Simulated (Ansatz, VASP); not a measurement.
One calculation of GaB12, two programs

```
Ga B
1.0
     4.99805    0.00000    0.00000
     0.00000    4.99805    0.00000
     0.00000    0.00000    4.99805
Ga B
1 12
Direct
  0.50000 0.50000 0.50000
  0.24723 0.50000 0.00000
  0.75277 0.50000 0.00000
  0.00000 0.24723 0.50000
  0.00000 0.75277 0.50000
  0.50000 0.00000 0.24723
  0.50000 0.00000 0.75277
  0.50000 0.24723 0.00000
  0.50000 0.75277 0.00000
  0.24723 0.00000 0.50000
  0.75277 0.00000 0.50000
  0.00000 0.50000 0.75277
  0.00000 0.50000 0.24723
```

Alike in both runs: functional PBE; k mesh 4 × 4 × 4; occupations gaussian, width 0.1 eV; no spin polarisation.

Ansatz relaxed the structure, and its values are those at the end. VASP's run is a single point on that final structure, the one shown.

```csv
,VASP,Ansatz
version,VASP 6.6.1,Ansatz 0.2.0
potentials or method,"VASP PAW PBE potentials, release 64 (Ga_d, B)","scalar-relativistic, plane waves, PAW"
plane-wave cutoff (eV),520,420
valence electrons in the cell,49,49
```

|  | VASP | Ansatz | Ansatz less VASP |
| --- | --- | --- | --- |
| gap on the k mesh at the Fermi level (eV) | none | none | - |
| pressure (GPa) | 0.4 | 0.4 | -0.03 |

A gap of «none» marks a metal or a gap that the smearing closes. The functional is the same, so the differences come from potentials, cutoffs and numerics.
